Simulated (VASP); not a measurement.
Level of theory: LDA (Ceperley-Alder, Perdew-Zunger), VASP's LDA PAW potentials (set 64) (plane waves; VASP).

VASP input:

### POSCAR
```
Zn
1
    1.2312453691    -2.1325823494    -0.0000000000
    1.2312453691     2.1325823494     0.0000000000
   -0.0000000000     0.0000000000     4.2940962117
Zn
2
Direct
  0.3333330000   0.6666670000   0.2500000000
  0.6666670000   0.3333330000   0.7500000000
```

KPOINTS:
```
Automatic mesh
0
Gamma
17 17 9
0 0 0
```

INCAR:
```
ALGO  =  Normal
EDIFF  =  1E-6
EDIFFG  =  -0.02
ENCUT  =  500
IBRION  =  2
ISIF  =  3
ISMEAR  =  1
LASPH  =  T
LCHARG  =  F
LMAXMIX  =  4
LREAL  =  F
LWAVE  =  F
NELM  =  100
NSW  =  40
PREC  =  Accurate
PSTRESS  =  300
SIGMA  =  0.1
SYSTEM  =  Zn
```

POTCAR, in this order: Zn (LDA.64 set). Program: vasp_std.

The resulting files:

OUTCAR:
```
 ion  position               nearest neighbor table
   1  0.333  0.667  0.250-   2 2.58   2 2.58   2 2.58   2 2.58   2 2.58   2 2.58
   2  0.667  0.333  0.750-   1 2.58   1 2.58   1 2.58   1 2.58   1 2.58   1 2.58
  LATTYP: Found a hexagonal cell.
 ALAT       =     2.4624931748
 C/A-ratio  =     1.7438002491
 Subroutine PRICEL returns:
 Original cell was already a primitive cell.
 Subroutine GETGRP returns: Found 24 space group operations
The static configuration has the point symmetry D_3d.
 The point group associated with its full space group is D_6h.
The dynamic configuration has the point symmetry D_3d.
 Subroutine INISYM returns: Found 24 space group operations
 Subroutine IBZKPT returns following result:
 Found    165 irreducible k-points:

 Following reciprocal coordinates:
            Coordinates               Weight
  0.000000  0.000000  0.000000      1.000000
  0.058824  0.000000  0.000000      6.000000
  0.117647  0.000000  0.000000      6.000000
  0.176471  0.000000  0.000000      6.000000
  0.235294  0.000000  0.000000      6.000000
  0.294118  0.000000  0.000000      6.000000
  0.352941 -0.000000  0.000000      6.000000
...
```

OSZICAR:
```
       N       E                     dE             d eps       ncg     rms          rms(c)
DAV:   1     0.895785706058E+02    0.89579E+02   -0.12586E+04  5624   0.252E+03
DAV:   2    -0.154745137206E+01   -0.91126E+02   -0.90136E+02  5376   0.302E+02
DAV:   3    -0.386465045055E+01   -0.23172E+01   -0.23133E+01  6488   0.599E+01
DAV:   4    -0.386990325658E+01   -0.52528E-02   -0.52526E-02  6272   0.275E+00
DAV:   5    -0.386990974000E+01   -0.64834E-05   -0.64830E-05  6520   0.818E-02    0.823E+00
DAV:   6    -0.345973347051E+01    0.41018E+00   -0.15457E+00  5448   0.314E+01    0.525E+00
DAV:   7    -0.342041323653E+01    0.39320E-01   -0.60907E-02  6672   0.484E+00    0.244E+00
DAV:   8    -0.340654266764E+01    0.13871E-01   -0.31739E-03  7848   0.116E+00    0.583E-02
DAV:   9    -0.340650853115E+01    0.34136E-04   -0.27722E-04  7424   0.225E-01    0.247E-02
DAV:  10    -0.340650847901E+01    0.52148E-07   -0.15452E-05  6408   0.484E-02    0.277E-03
DAV:  11    -0.340650857493E+01   -0.95922E-07   -0.81610E-07  4720   0.873E-03
   1 F= 0.81592532E+00 E0= 0.81587367E+00  d E =0.815925E+00
       N       E                     dE             d eps       ncg     rms          rms(c)
DAV:   1    -0.348533286854E+01   -0.78824E-01   -0.15605E+00  6600   0.123E+01    0.172E+00
DAV:   2    -0.343487653460E+01    0.50456E-01   -0.47634E-02  6384   0.462E+00    0.102E+00
DAV:   3    -0.340891086348E+01    0.25966E-01   -0.30967E-02  7544   0.343E+00    0.139E-01
DAV:   4    -0.340914538455E+01   -0.23452E-03   -0.30487E-03  5800   0.625E-01    0.846E-02
DAV:   5    -0.340912050220E+01    0.24882E-04   -0.55799E-05  6160   0.828E-02    0.139E-02
DAV:   6    -0.340911689340E+01    0.36088E-05   -0.37953E-06  5488   0.496E-02    0.146E-03
DAV:   7    -0.340911705919E+01   -0.16579E-06   -0.15411E-06  3808   0.148E-02
   2 F= 0.80690191E+00 E0= 0.80699987E+00  d E =-.902342E-02
       N       E                     dE             d eps       ncg     rms          rms(c)
DAV:   1    -0.341119598323E+01   -0.20791E-02   -0.64957E-02  6544   0.253E+00    0.355E-01
DAV:   2    -0.340906375202E+01    0.21322E-02   -0.21893E-03  6456   0.103E+00    0.210E-01
DAV:   3    -0.340797588095E+01    0.10879E-02   -0.12388E-03  7592   0.689E-01    0.304E-02
DAV:   4    -0.340798386892E+01   -0.79880E-05   -0.12486E-04  5864   0.127E-01    0.174E-02
DAV:   5    -0.340798293232E+01    0.93661E-06   -0.31775E-06  5256   0.202E-02
   3 F= 0.80654650E+00 E0= 0.80665587E+00  d E =-.937882E-02
       N       E                     dE             d eps       ncg     rms          rms(c)
DAV:   1    -0.340782145356E+01    0.16242E-03   -0.57455E-03  6528   0.753E-01    0.106E-01
DAV:   2    -0.340763132425E+01    0.19013E-03   -0.19386E-04  6528   0.309E-01    0.624E-02
DAV:   3    -0.340753555630E+01    0.95768E-04   -0.10826E-04  7576   0.203E-01    0.927E-03
DAV:   4    -0.340753620201E+01   -0.64571E-06   -0.11039E-05  5928   0.383E-02    0.519E-03
DAV:   5    -0.340753614053E+01    0.61482E-07   -0.30147E-07  2872   0.671E-03
   4 F= 0.80653793E+00 E0= 0.80663665E+00  d E =-.938739E-02
       N       E                     dE             d eps       ncg     rms          rms(c)
DAV:   1    -0.340777758707E+01   -0.24139E-03   -0.10013E-03  6552   0.314E-01    0.441E-02
DAV:   2    -0.340774523386E+01    0.32353E-04   -0.34820E-05  6464   0.130E-01    0.260E-02
DAV:   3    -0.340772817826E+01    0.17056E-04   -0.18573E-05  7208   0.850E-02    0.380E-03
DAV:   4    -0.340772831034E+01   -0.13208E-06   -0.21866E-06  4184   0.168E-02
   5 F= 0.80653614E+00 E0= 0.80663987E+00  d E =-.938919E-02
       N       E                     dE             d eps       ncg     rms          rms(c)
DAV:   1    -0.339565596829E+01    0.12072E-01   -0.82110E-02  5280   0.644E+00    0.638E-01
DAV:   2    -0.338836183574E+01    0.72941E-02   -0.23937E-02  5360   0.401E+00    0.213E-01
DAV:   3    -0.338762999290E+01    0.73184E-03   -0.35425E-04  6752   0.313E-01    0.116E-01
DAV:   4    -0.338732326996E+01    0.30672E-03   -0.49861E-05  8216   0.154E-01    0.573E-03
DAV:   5    -0.338732403249E+01   -0.76253E-06   -0.71140E-06  5768   0.271E-02
   6 F= 0.80663391E+00 E0= 0.80672466E+00  d E =0.977752E-04
       N       E                     dE             d eps       ncg     rms          rms(c)
DAV:   1    -0.340334430758E+01   -0.16021E-01   -0.31945E-02  5280   0.404E+00    0.395E-01
DAV:   2    -0.340052581968E+01    0.28185E-02   -0.90715E-03  5344   0.246E+00    0.134E-01
DAV:   3    -0.340024258118E+01    0.28324E-03   -0.11828E-04  6608   0.171E-01    0.723E-02
DAV:   4    -0.340012651054E+01    0.11607E-03   -0.19341E-05  8224   0.945E-02    0.333E-03
DAV:   5    -0.340012683234E+01   -0.32180E-06   -0.27193E-06  5152   0.162E-02
   7 F= 0.80648036E+00 E0= 0.80657967E+00  d E =-.557761E-04
```

**OUTCAR**
```
------------------------ aborting loop because EDIFF is reached ----------------------------------------
  FORCE on cell =-STRESS in cart. coord.  units (eV):
  Direction    XX          YY          ZZ          XY          YZ          ZX
  --------------------------------------------------------------------------------------
  Total        4.2046022      4.2046174      4.2007953      0.0000000     -0.0000000     -0.0000000
  in kB      299.8570105    299.8580939    299.5855199      0.0000000     -0.0000000     -0.0000000
  external PRESSURE =      -0.2331252 kB  Pullay stress =     300.0000000 kB
  volume of cell :       22.47
      direct lattice vectors                 reciprocal lattice vectors
     1.241471750 -2.150296031  0.000000000     0.402747787 -0.232526123 -0.000000000
     1.241471750  2.150296031  0.000000000     0.402747787  0.232526123 -0.000000000
     0.000000000  0.000000000  4.207810734     0.000000000  0.000000000  0.237653275
 POSITION                                       TOTAL-FORCE (eV/Angst)
 -----------------------------------------------------------------------------------
      1.24147      0.71677      1.05195         0.000000     -0.000000      0.000000
      1.24147     -0.71677      3.15586        -0.000000      0.000000      0.000000
 -----------------------------------------------------------------------------------
    total drift:                                0.000012      0.000043      0.000005
  FREE ENERGIE OF THE ION-ELECTRON SYSTEM (eV)
  ---------------------------------------------------
  free  energy   TOTEN  =        -3.4001268323 eV

  energy  without entropy=       -3.3998289061  energy(sigma->0) =       -3.40002752
  enthalpy is  TOTEN    =         0.8064803592 eV   P V=        4.2066071915

 reached required accuracy - stopping structural energy minimisation
```
(Selected blocks of OUTCAR.)

**CONTCAR**
```
Zn
   1.00000000000000
     1.2414717497408820   -2.1502960313327022    0.0000000000000000
     1.2414717497408820    2.1502960313327022    0.0000000000000000
     0.0000000000000000    0.0000000000000000    4.2078107340780324
  Zn
     2
Direct
     0.3333330000000032    0.6666669999999968    0.2500000000000000
     0.6666669999999968    0.3333330000000032    0.7500000000000000
```

The compound is Zn in the hcp structure. This run relaxes it under an external pressure of 30 GPa. Symmetry was kept, so distortions that lower it aren't found.
